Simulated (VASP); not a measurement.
Calculation: PBEsol GGA, VASP's PBE PAW potentials (set 64) (plane waves; VASP 6.6.1).

VASP input:

**KPOINTS**
```
Automatic
0
G
  10 10 5
```

### INCAR
```
# general
SYSTEM  = VSe
PREC    = Accurate
ENCUT   = 400
LREAL   = .False.
LASPH   = .True.

# electronic loop
EDIFF   = 1E-7
NELM    = 100
ALGO    = Normal
LMAXMIX = 4

# smearing
ISMEAR  = -5

# functional
GGA     = PS

# spin
ISPIN   = 2
MAGMOM  = 2.6 2.6 -0.1 -0.1

# ions
ISIF    = 2

# output
LWAVE   = .False.
LCHARG  = .True.
LORBIT  = 11
NEDOS   = 601

# other
LEFG    = .True.
```

POSCAR:
```
VSe
1
    3.8738820036     0.0000000000     0.0000000000
   -1.9369410018     3.3548801050     0.0000000000
   -0.0000000000    -0.0000000000     6.9955954721
V Se
2 2
Direct
  0.3333330000   0.6666670000   0.0095780217
  0.6666670000   0.3333330000   0.5095780217
  0.3333330000   0.6666670000   0.3654219783
  0.6666670000   0.3333330000   0.8654219783
```

POTCAR, in this order: V_sv Se (PBE.64 set). Program: vasp_std.

Q: Estimate the energy per atom (σ→0), cell moment, band gap (on the k-mesh).

A: 
```json
{
 "energy per atom (σ→0)": "-6.913 eV/atom",
 "cell_moment": "6.00 μB",
 "band gap (on the k-mesh)": "none (metal, semimetal or under 0.01 eV)"
}
```

File OSZICAR:
```
...
DAV:  12    -0.276513973568E+02   -0.76724E-04   -0.29954E-04  5344   0.139E-01    0.657E-02
DAV:  13    -0.276514313021E+02   -0.33945E-04   -0.29731E-05  5060   0.362E-02    0.252E-02
DAV:  14    -0.276514351079E+02   -0.38058E-05   -0.27331E-05  5058   0.322E-02    0.103E-02
DAV:  15    -0.276514363977E+02   -0.12898E-05   -0.33310E-06  5266   0.124E-02    0.534E-03
DAV:  16    -0.276514370454E+02   -0.64767E-06   -0.73627E-07  4202   0.526E-03    0.185E-03
DAV:  17    -0.276514373785E+02   -0.33317E-06   -0.12281E-07  3212   0.240E-03    0.103E-03
DAV:  18    -0.276514374636E+02   -0.85056E-07   -0.24028E-08  2512   0.117E-03
   1 F= -.27651437E+02 E0= -.27651437E+02  d E =0.000000E+00  mag=     6.0001
```

The structure was generated: VSe was put into the wurtzite type (P6_3mc), which need not be its known phase. It was relaxed first, which changed the volume by -27 %.
